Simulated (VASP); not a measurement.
VASP runs on ScBi (space group P6_3mc) share one base input (PBE GGA, plane waves, VASP's PBE PAW potentials (set 64)) and change the settings named in each case.

File POSCAR:
```
ScBi
8.1215070
  0.6105866805   0.0000000000   0.0000000000
 -0.3052933403   0.5287836358   0.0000000000
  0.0000000000   0.0000000000   1.0000000000
Sc Bi
2 2
Cart
  0.3052936456   0.1762610357   0.0000000000
 -0.0000003053   0.3525226002   0.5000000000
  0.3052936456   0.1762610357   0.6252000000
 -0.0000003053   0.3525226002   0.1252000000
```

**INCAR**
```
SIGMA = 0.1
SYSTEM = ScBi
NELM = 100   ! most electronic steps
LASPH = T
LCHARG = F
ENCUT = 300
ISIF = 2   ! forces and stress, cell fixed
ISMEAR = -1   ! Fermi-Dirac
PREC = Accurate
ALGO = Normal   ! blocked Davidson
EDIFF = 1E-6
LREAL = F   ! projection in real space or not
LWAVE = F
LMAXMIX = 4
GGA = PE   ! PBE
```

KPOINTS:
```
Automatic mesh
0
Gamma
5 5 3
0 0 0
```

POTCAR, in this order: Sc_sv Bi_d (PBE.64 set). Program: vasp_std.

```tsv
change	E(σ→0) (eV/atom)	pressure (GPa)	−TS (eV)
base run	-5.2512	-3.84	-0.0017
GGA removed, POTCAR Sc_sv Bi_d (LDA.64 set)	-5.6949	-6.02	-0.0021
GGA_COMPAT = .FALSE., LNONCOLLINEAR = .TRUE., LSORBIT = .TRUE., MAGMOM = 0.0 0.0 0.0 0.0 0.0 0.0 0.0 0.0 0.0 0.0 0.0 0.0, program vasp_ncl	-5.6255	[?]	[?]
KPOINTS 6×6×4 Γ-centred mesh	-5.2513	-3.84	-0.0016
```

Task: Some entries are withheld; supply them.

Result: 
- GGA_COMPAT = .FALSE., LNONCOLLINEAR = .TRUE., LSORBIT = .TRUE., MAGMOM = 0.0 0.0 0.0 0.0 0.0 0.0 0.0 0.0 0.0 0.0 0.0 0.0, program vasp_ncl, pressure (GPa): -3.82
- GGA_COMPAT = .FALSE., LNONCOLLINEAR = .TRUE., LSORBIT = .TRUE., MAGMOM = 0.0 0.0 0.0 0.0 0.0 0.0 0.0 0.0 0.0 0.0 0.0 0.0, program vasp_ncl, −TS (eV): -0.0042

Energies of different potentials or functionals have different zeros.  Unless said otherwise, spin-orbit coupling is left out, though it shifts the bands of the heavy elements here. At 300 eV the pressure can carry a Pulay error.

Left out are runs that ran out of time, are held back, or changed the cell or the kind of run, fixed moments of cells without a moment, rows past the twelfth, gaps on odd meshes, pressures of charged cells and columns that move by less than the noise.

The structure was generated: ScBi was put into an ordered model structure, which need not be its known phase. The cell was not relaxed at this level, its lattice was scaled by up to 2.5 %.
